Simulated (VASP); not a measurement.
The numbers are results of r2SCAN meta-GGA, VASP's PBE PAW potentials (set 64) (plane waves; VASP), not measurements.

A VASP calculation is set up with these files.

### POSCAR
```
Si
1.0
  4.6827332206   2.7035767984   1.8741371313
 -4.6827332222   2.7035767956   1.8741371313
  0.0000000016  -5.4071545822   1.8741371237
Si
8
Direct
  0.0210581271   0.7200656113   0.5228630514
  0.9789418729   0.2799343887   0.4771369486
  0.5228630514   0.0210581271   0.7200656113
  0.4771369486   0.9789418729   0.2799343887
  0.7200656113   0.5228630514   0.0210581271
  0.2799343887   0.4771369486   0.9789418729
  0.7155744044   0.7155744044   0.7155744044
  0.2844255956   0.2844255956   0.2844255956
```

INCAR:
```
EDIFF = 1E-6   ! SCF stop (eV)
IBRION = 2
LREAL = .FALSE.
SIGMA = 0.05
EDIFFG = -0.02   ! ionic stop
LASPH = .TRUE.   ! aspherical one-centre terms
LWAVE = .FALSE.
SYSTEM = Si
ENCUT = 400   ! plane-wave cut-off (eV)
ISIF = 3
NSW = 60
PREC = Accurate
LMIXTAU = .TRUE.
NELM = 100
ISMEAR = 0   ! Gaussian
METAGGA = R2SCAN
ALGO = Normal   ! blocked Davidson
LCHARG = .FALSE.
```

File KPOINTS:
```
Automatic mesh
0
Gamma
5 5 5
0 0 0
```

POTCAR, in this order: Si (PBE.64 set). Program: vasp_std.

**Question.** Predict the energy per atom (σ→0), volume per atom.

**Answer.** 
| Property | Value |
|---|---|
| energy per atom (σ→0) | -8.577 eV/atom |
| volume per atom | 18.12 Å³/atom |

**OSZICAR**
```
...
DAV:   1    -0.686142607294E+02   -0.29159E-03   -0.77545E-02   966   0.160E+00    0.877E-02
DAV:   2    -0.686146121200E+02   -0.35139E-03   -0.23552E-03  1207   0.305E-01    0.551E-02
DAV:   3    -0.686146116081E+02    0.51186E-06   -0.10105E-04  1198   0.651E-02    0.193E-02
DAV:   4    -0.686146252103E+02   -0.13602E-04   -0.30085E-05  1161   0.405E-02    0.632E-03
DAV:   5    -0.686146260229E+02   -0.81262E-06   -0.12184E-05  1121   0.287E-02    0.331E-03
DAV:   6    -0.686146293810E+02   -0.33581E-05   -0.44470E-06  1076   0.180E-02    0.144E-03
DAV:   7    -0.686146295374E+02   -0.15646E-06   -0.66193E-07   578   0.756E-03
   9 F= -.68614630E+02 E0= -.68614630E+02  d E =-.323425E-02
```

The structure comes from a computed database's Si entry (R-3); how it stands against other phases isn't given here. This run relaxes it. Symmetry was kept, so distortions that lower it aren't found. The start is the result of an earlier pass.
